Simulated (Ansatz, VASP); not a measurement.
# YbPd in two plane-wave programs, part 2 of 2

Aim: how closely do two programs agree when they are given the same cell, functional and k mesh? Of the first pair: The two relaxations start from unlike cells of this crystal (the structure described is Ansatz's start), so only their ends are compared.

VASP 6.6.1 and Ansatz 0.2.0.

So far: Set-up; Ansatz: relaxation of cell and atoms, PBEsol, pair 1; VASP: relaxation of cell and atoms, PBEsol, pair 1; Side by side.

## 5. Ansatz: relaxation of cell and atoms, PBEsol, pair 2

Level of this step: Ansatz beside VASP: Kohn-Sham DFT, plane waves, PBEsol (Ansatz).

The relaxed volume is the usual yardstick between codes: in a stiff, nearly cubic crystal its relative difference is about their pressure difference at one cell divided by the bulk modulus.

The cell is taken from a series of runs on this material, whose earlier steps may have relaxed, scaled, displaced or heated it; both programs get it as it stands.

input.yaml reads:

```yaml
crystal:
  lattice:
    - [3.4282599515, 0.0, 0.0]
    - [0.0, 3.4282599515, 0.0]
    - [0.0, 0.0, 3.4282599515]
  atoms:
    - { symbol: Yb, position: [0.5, 0.5, 0.5] }
    - { symbol: Pd, position: [0.0, 0.0, 0.0] }
kpoints:
  mp_grid: { grid: [10, 10, 10] }
hamiltonian:
  xc: pbesol
scf:
  occupations: { method: methfessel_paxton, width: 0.15 }
output:
  forces: true
  stress: true
  eigenvalues: true
relax:
  adjacent_minimum: "off"
  f_tol: 0.001
  max_steps: 60
  cell: { stress_tol: 0.01 }
```

Launch:

```
ansatz run input.yaml --threads 8 --pin off --max-ram 14336MiB --backend cpu --events-out ev --progress --plain --runs-dir out
```

Numbers of over 12 decimals in the logs are rounded to 6 here.

What it wrote:

```text
[...]
Crystal: 2 atoms, lattice volume = 40.292 Å³
Basis set: ecut = 420 eV, 751 PW (Γ), exchange–correlation on 48×48×48 points (8 copies of the dense FFT grid, shifted against one another)
Bands: 26, of which v1, the nominal top of the filled ones, is band 21 counted from 1 (20 counted from 0)
Symmetry: 48 space group operations
[...]
k-points: 56 of 1000
[...]
k-point 55: bands = [... 17 lower, 16.7333, 16.7333, 16.7333, 16.8037, 16.8037, 16.8037, 21.8276, 25.7426, ... 1 higher]
--- Relaxed structure (3 steps of the walk, 3 accepted, 1 SCFs on fresh bases) ---
[...]
cell:  # Å, volume = 40.1376 Å³
    - [3.423868, 0, 0]
    - [0, 3.423868, 0]
    - [0.0, 0, 3.423868]
  atoms:
    - { symbol: Yb, position: [0.500000, 0.500000, 0.500000] }
    - { symbol: Pd, position: [0, 0, 0] }
[key lines of the parts left out:]
SCF converged after 8 iterations
Free energy (F): -20584.601637 eV
Fermi energy:    16.929140 eV
P = ⅓ Tr σ = -0.0017 GPa (-0.017 kbar)
```

## 6. VASP: relaxation of cell and atoms, PBEsol, pair 2

The same cell, functional, mesh and smearing now go to VASP, with its own data sets.

INCAR reads:

```
SYSTEM = YbPd
PREC = Accurate
ENCUT = 600
EDIFF = 1E-07
NELM = 200
ISMEAR = 1
SIGMA = 0.15
LREAL = .FALSE.
ALGO = Normal
GGA = PS
NBANDS = 23
LASPH = .TRUE.
LORBIT = 11
LWAVE = .FALSE.
LCHARG = .FALSE.
ISIF = 3
IBRION = 2
NSW = 80
EDIFFG = -0.005
GGA_COMPAT = .FALSE.
NELMIN = 4
LMAXMIX = 6
KPAR = 2
```

POSCAR reads:

```
YbPd
1.0
    3.4282600000      0.0000000000      0.0000000000
    0.0000000000      3.4282600000      0.0000000000
    0.0000000000      0.0000000000      3.4282600000
Yb Pd
1 1
Direct
    0.5000000000      0.5000000000      0.5000000000
    0.0000000000      0.0000000000      0.0000000000
```

KPOINTS reads:

```
Automatic mesh
0
Gamma
10 10 10
0 0 0
```

Potentials, in the order of the species: Yb and Pd (PBE family, release 64).

Launch:

```
mpirun -np 2 vasp_std
```

What it wrote:

```text
[banner, memory and clock lines left out]
running    2 mpi-ranks, on    1 nodes
[...]
[... a notice as in an earlier step ...]

 LDA part: xc-table for (Slater+PW92), standard interpolation
 POSCAR, INCAR and KPOINTS ok, starting setup
[...]
entering main loop
       N       E                     dE             d eps       ncg     rms          rms(c)
DAV:   1     0.206157780969E+03    0.20616E+03   -0.13830E+04  3737   0.106E+04
DAV:   2     0.148943728650E+02   -0.19126E+03   -0.17995E+03  3532   0.900E+02
DAV:   3    -0.776340891108E+01   -0.22658E+02   -0.22013E+02  3971   0.149E+02
DAV:   4    -0.113506364476E+02   -0.35872E+01   -0.35218E+01  4715   0.412E+01
[...]
DAV:  16    -0.113307384485E+02    0.20842E-05   -0.12530E-05  4770   0.664E-02    0.255E-02
DAV:  17    -0.113307377612E+02    0.68726E-06   -0.13572E-06  4438   0.490E-02    0.708E-03
DAV:  18    -0.113307378330E+02   -0.71816E-07   -0.72047E-07  2902   0.390E-03
   1 F= -.11330738E+02 E0= -.11349187E+02  d E =-.113307E+02
[...]
DAV:  16    -0.113309329458E+02    0.72224E-06   -0.51258E-07  3032   0.374E-02    0.824E-03
DAV:  17    -0.113309328571E+02    0.88654E-07   -0.10135E-07  1678   0.178E-02
   2 F= -.11330933E+02 E0= -.11349387E+02  d E =-.195024E-03
 trial-energy change:   -0.000195  1 .order   -0.000040   -0.000215    0.000136
 step:   0.8846(harm=  0.6129)  dis= 0.00000  next Energy=   -11.330940 (dE=-0.203E-03)
[...]
N       E                     dE             d eps       ncg     rms          rms(c)
DAV:   1    -0.113315917697E+02   -0.65882E-03   -0.21852E-03  4313   0.132E+00    0.474E-01
DAV:   2    -0.113493059959E+02   -0.17714E-01   -0.37285E-02  2774   0.104E+01    0.221E+00
DAV:   3    -0.113309963671E+02    0.18310E-01   -0.26721E-02  2813   0.933E+00    0.146E-01
DAV:   4    -0.113309343993E+02    0.61968E-04   -0.45949E-04  3956   0.542E-01    0.476E-02
[...]
DAV:   8    -0.113309275497E+02   -0.10727E-05   -0.17062E-06  4727   0.272E-02    0.212E-02
DAV:   9    -0.113309267562E+02    0.79353E-06   -0.10215E-06  3630   0.564E-02    0.237E-03
DAV:  10    -0.113309267674E+02   -0.11200E-07   -0.68186E-08  2355   0.367E-03
   3 F= -.11330927E+02 E0= -.11349382E+02  d E =-.188934E-03
[...]
reached required accuracy - stopping structural energy minimisation
```

From OUTCAR (step 6):

```text
  Total       -0.0086759     -0.0086759     -0.0086759     -0.0000000     -0.0000000     -0.0000000
  in kB       -0.3461954     -0.3461954     -0.3461954     -0.0000000     -0.0000000     -0.0000000
  external PRESSURE =      -0.3461954 kB  Pullay stress =       0.0000000 kB

 POSITION                                       TOTAL-FORCE (eV/Angst)
 -----------------------------------------------------------------------------------
      1.71214      1.71214      1.71214        -0.000000      0.000000      0.000000
      0.00000      0.00000      0.00000         0.000000     -0.000000      0.000000
 -----------------------------------------------------------------------------------
    total drift:                                0.000000      0.000000      0.000000

  FREE ENERGIE OF THE ION-ELECTRON SYSTEM (eV)
  ---------------------------------------------------
  free  energy   TOTEN  =       -11.3309267674 eV

  energy  without entropy=      -11.3862916567  energy(sigma->0) =      -11.34938173

[... 2 parts as in an earlier step ...]

[... 2 further parts left out ...]
[key lines of the parts left out:]
E-fermi :   5.1194
```

## 7. Differences

What differs besides the data sets and the points named for the pairs above, as far as they apply: the data sets hold 42 valence electrons in Ansatz (on its default PAW (the set named soft_2) files) and 34 in VASP. Total energies have different zeros and are not compared.

Both answers:

```
                                         quantity  Ansatz   VASP  difference
                                      volume (Å³)   40.14  40.15     -0.04 %
edge a after relaxation, in the typed setting (Å)   3.424  3.424     -0.01 %
```

## 8. What came out

```json
{
 "difference in volume (relaxation of cell and atoms, PBEsol, pair 1)": "0.063 %",
 "difference in volume (relaxation of cell and atoms, PBEsol, pair 2)": "-0.036 %"
}
```

What this shows: The difference in volume is 0.063 % (relaxation of cell and atoms, PBEsol, pair 1), within the 1.2 % picked in this series as the mark of a large difference, as far as the stopping tolerances let one tell. The data sets hold unlike numbers of valence electrons (42 in Ansatz and 34 in VASP), so part of the differences comes from the potentials. How closely two codes agree says nothing of how well the functional describes the real material.

[Lines on the potential files, build, host, timing and source positions are cut from VASP's logs without a mark.]

[Logs are printed without paths, hosts, clocks, repeated set-up lines and the standing remarks that a program may print on its own settings, such as how far it seeks lower states.]

[Hosts, paths, dates, database ids (printed as entryN), source tags and the programs' standing remarks are cut or masked in the printed files.]
